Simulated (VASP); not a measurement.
Here is the system:

```
PdGe
1.0
    1.44121    -4.90024     0.00000
    1.44121     4.90024     0.00000
    0.00000     0.00000     4.47249
Ge Pd
2 2
Direct
  0.58495   0.41505   0.25000
  0.41505   0.58495   0.75000
  0.84157   0.15843   0.25000
  0.15843   0.84157   0.75000
```

Method: r2SCAN meta-GGA, VASP's PBE PAW potentials (set 64) (plane waves; VASP 6.6.1). Run with 400 eV cut-off, 12×12×8 Γ-centred mesh, tetrahedra with Blöchl corrections, potentials Ge_d Pd.

Task: The job: GePd (relaxed from the CrB structure, space group Cmcm), 4 atoms, r2SCAN, static run, 400 eV, 12×12×8 Γ-centred mesh. Roughly how much core time does it take on a busy server core?

Result: About 10 core-minutes (one run on a shared machine, a rough figure). It had 215 irreducible k-points, 28 bands, up to 1170 plane waves and 22 electronic steps.

The structure was generated: GePd was put into the CrB type (Cmcm), which need not be its known phase. It was relaxed first, which changed the volume by -44 %.
